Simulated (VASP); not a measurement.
Here is the system:

```
HgZnSe2
1.0
    0.00000     2.93300     2.93300
    2.93300     0.00000     2.93300
   11.82944    11.82944    -0.09744
Zn Se Hg
2 4 2
Direct
  0.98599   0.98599   0.01051
  0.01141   0.01141   0.24144
  0.24908   0.24908   0.06319
  0.27400   0.27400   0.29450
  0.24656   0.24656   0.56508
  0.22225   0.22225   0.83331
  0.01851   0.01851   0.48612
  0.99219   0.99219   0.75585
```

All values below come from PBEsol GGA, VASP's PBE PAW potentials (set 64) (plane waves; VASP). Settings: 400 eV cut-off, Gaussian smearing of 0.050 eV, potentials Zn Se Hg.

Unless said otherwise, spin-orbit coupling is left out, though it shifts the bands of the heavy elements here.

Task: Estimate the band gap (along the path) with the smallest direct gap where there is one.

Result: 
The band gap (along the path) comes out as none (metal, semimetal or under 0.01 eV).

The absolute energy has meaning only against runs of the same code, potentials and settings.

The structure was generated: Hg2Zn2Se4 was put into an ordered model structure (R3m), which need not be its known phase. It was relaxed first.
